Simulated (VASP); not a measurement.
Level of theory: PBEsol GGA, VASP's PBE PAW potentials (set 64) (plane waves; VASP).

The input files of a VASP run:

**KPOINTS**
```
Automatic mesh
0
Gamma
9 9 4
0 0 0
```

INCAR:
```
# general
SYSTEM =HfSi
PREC   =Accurate
ENCUT  =400
LREAL  =.FALSE.
LASPH  =.TRUE.

# electronic loop
EDIFF  =1E-6
NELM   =100
ALGO   =Normal
LMAXMIX=6

# smearing
ISMEAR =1
SIGMA  =0.1

# functional
GGA    =PS

# ions
IBRION =2
NSW    =60
ISIF   =3
EDIFFG =-0.02

# output
LWAVE  =.FALSE.
LCHARG =.FALSE.
```

**POSCAR**
```
HfSi
1.0
  3.6702113148   0.0000000000   0.0000000000
 -1.8351056574   3.1784962463   0.0000000000
  0.0000000000   0.0000000000   6.6675674545
Hf Si
2 2
Cartesian
  0.0000000000   0.0000000000   0.0000000000
  0.0000000000   0.0000000000   3.3337837273
 -0.0000018351   2.1189985570   1.6668918636
  1.8351074925   1.0594976893   5.0006755909
```

POTCAR, in this order: Hf_pv Si (PBE.64 set). Program: vasp_std.

The run wrote:

### OSZICAR
```
       N       E                     dE             d eps       ncg     rms          rms(c)
DAV:   1     0.702753014418E+02    0.70275E+02   -0.12733E+04  1368   0.115E+03
DAV:   2    -0.321297183981E+02   -0.10241E+03   -0.10006E+03  1676   0.253E+02
DAV:   3    -0.362288826989E+02   -0.40992E+01   -0.40398E+01  1652   0.363E+01
DAV:   4    -0.362884088455E+02   -0.59526E-01   -0.59438E-01  1740   0.494E+00
DAV:   5    -0.362890022298E+02   -0.59338E-03   -0.59316E-03  1606   0.476E-01    0.689E+01
DAV:   6    -0.344997299773E+02    0.17893E+01   -0.53172E+00  1426   0.104E+01    0.437E+01
DAV:   7    -0.344152431498E+02    0.84487E-01   -0.21820E+00  1554   0.754E+00    0.391E+00
DAV:   8    -0.343285920360E+02    0.86651E-01   -0.55714E-01  1382   0.341E+00    0.631E-01
DAV:   9    -0.343294060128E+02   -0.81398E-03   -0.13981E-02  1662   0.792E-01    0.319E-01
DAV:  10    -0.343293494438E+02    0.56569E-04   -0.36885E-04  1560   0.100E-01    0.137E-01
DAV:  11    -0.343293544744E+02   -0.50307E-05   -0.18937E-05  1672   0.276E-02    0.362E-02
DAV:  12    -0.343293533728E+02    0.11016E-05   -0.21269E-06  1196   0.794E-03    0.169E-02
DAV:  13    -0.343293529616E+02    0.41129E-06   -0.10563E-06   842   0.603E-03
   1 F= -.34329353E+02 E0= -.34329186E+02  d E =-.343294E+02
       N       E                     dE             d eps       ncg     rms          rms(c)
DAV:   1    -0.343317175400E+02   -0.23642E-02   -0.70811E-02  1326   0.198E+00    0.722E-01
DAV:   2    -0.343302933535E+02    0.14242E-02   -0.34184E-03  1336   0.410E-01    0.159E-01
DAV:   3    -0.343298602163E+02    0.43314E-03   -0.86864E-04  1510   0.179E-01    0.732E-02
DAV:   4    -0.343297636280E+02    0.96588E-04   -0.15385E-04  1584   0.847E-02    0.753E-02
DAV:   5    -0.343297517161E+02    0.11912E-04   -0.28013E-05  1536   0.331E-02    0.324E-02
DAV:   6    -0.343297523832E+02   -0.66710E-06   -0.29736E-06  1260   0.862E-03
   2 F= -.34329752E+02 E0= -.34329775E+02  d E =-.399422E-03
       N       E                     dE             d eps       ncg     rms          rms(c)
DAV:   1    -0.343297655857E+02   -0.13870E-04   -0.36111E-04  1330   0.142E-01    0.528E-02
DAV:   2    -0.343297581591E+02    0.74267E-05   -0.17325E-05  1336   0.292E-02    0.113E-02
DAV:   3    -0.343297558373E+02    0.23218E-05   -0.41143E-06  1122   0.126E-02    0.523E-03
DAV:   4    -0.343297553459E+02    0.49141E-06   -0.10138E-06   714   0.778E-03
   3 F= -.34329755E+02 E0= -.34329764E+02  d E =-.402384E-03
       N       E                     dE             d eps       ncg     rms          rms(c)
DAV:   1    -0.343306716318E+02   -0.91579E-03   -0.42635E-02  1308   0.149E+00    0.310E-01
DAV:   2    -0.343302348247E+02    0.43681E-03   -0.98692E-04  1500   0.197E-01    0.813E-02
DAV:   3    -0.343300995531E+02    0.13527E-03   -0.22091E-04  1598   0.765E-02    0.342E-02
DAV:   4    -0.343300825472E+02    0.17006E-04   -0.48858E-05  1754   0.390E-02    0.209E-02
DAV:   5    -0.343300822880E+02    0.25911E-06   -0.29343E-06  1290   0.954E-03
   4 F= -.34330082E+02 E0= -.34330270E+02  d E =-.326942E-03
       N       E                     dE             d eps       ncg     rms          rms(c)
DAV:   1    -0.343305673395E+02   -0.48479E-03   -0.30016E-02  1308   0.125E+00    0.259E-01
DAV:   2    -0.343302601430E+02    0.30720E-03   -0.69487E-04  1502   0.165E-01    0.675E-02
DAV:   3    -0.343301648331E+02    0.95310E-04   -0.15535E-04  1600   0.641E-02    0.282E-02
DAV:   4    -0.343301526630E+02    0.12170E-04   -0.34487E-05  1754   0.327E-02    0.175E-02
DAV:   5    -0.343301524552E+02    0.20780E-06   -0.20489E-06  1136   0.803E-03
   5 F= -.34330152E+02 E0= -.34330481E+02  d E =-.397109E-03
```

File OUTCAR:
```
------------------------ aborting loop because EDIFF is reached ----------------------------------------
  FORCE on cell =-STRESS in cart. coord.  units (eV):
  Direction    XX          YY          ZZ          XY          YZ          ZX
  --------------------------------------------------------------------------------------
  Total        0.0191541      0.0191541      0.0073698      0.0000000     -0.0000000      0.0000000
  in kB        0.3961992      0.3961992      0.1524427      0.0000000     -0.0000000      0.0000000
  external PRESSURE =       0.3149470 kB  Pullay stress =       0.0000000 kB
  volume of cell :       77.46
      direct lattice vectors                 reciprocal lattice vectors
     3.655032412  0.000000000  0.000000000     0.273595385  0.157960369 -0.000000000
    -1.827516206  3.165350931 -0.000000000     0.000000000  0.315920737 -0.000000000
     0.000000000  0.000000000  6.694937904     0.000000000  0.000000000  0.149366583
 POSITION                                       TOTAL-FORCE (eV/Angst)
 -----------------------------------------------------------------------------------
      0.00000      0.00000      0.00000         0.000000      0.000000      0.000000
      0.00000      0.00000      3.34747        -0.000000     -0.000000      0.000000
     -0.00000      2.11024      1.67373        -0.000000     -0.000000     -0.000000
      1.82752      1.05512      5.02120         0.000000      0.000000      0.000000
 -----------------------------------------------------------------------------------
    total drift:                                0.000000     -0.000000     -0.000000
  FREE ENERGIE OF THE ION-ELECTRON SYSTEM (eV)
  ---------------------------------------------------
  free  energy   TOTEN  =       -34.3301524552 eV

  energy  without entropy=      -34.3311384335  energy(sigma->0) =      -34.33048111

 reached required accuracy - stopping structural energy minimisation
```
(Selected blocks of OUTCAR.)

File CONTCAR:
```
HfSi
   1.00000000000000
     3.6550324120417454    0.0000000000000000    0.0000000000000000
    -1.8275162060208727    3.1653509307804821   -0.0000000000000000
     0.0000000000000000    0.0000000000000000    6.6949379035839902
  Hf              Si
     2     2
Direct
     0.0000000000000000    0.0000000000000000    0.0000000000000000
     0.0000000000000000    0.0000000000000000    0.5000000000000000
     0.3333330000000032    0.6666669999999968    0.2500000000000000
     0.6666669999999968    0.3333330000000032    0.7500000000000000
```

The structure was generated: HfSi was put into the NiAs type type (P6_3/mmc), which need not be its known phase. This run relaxes it. Symmetry was kept, so distortions that lower it aren't found. The start is the result of an earlier pass.
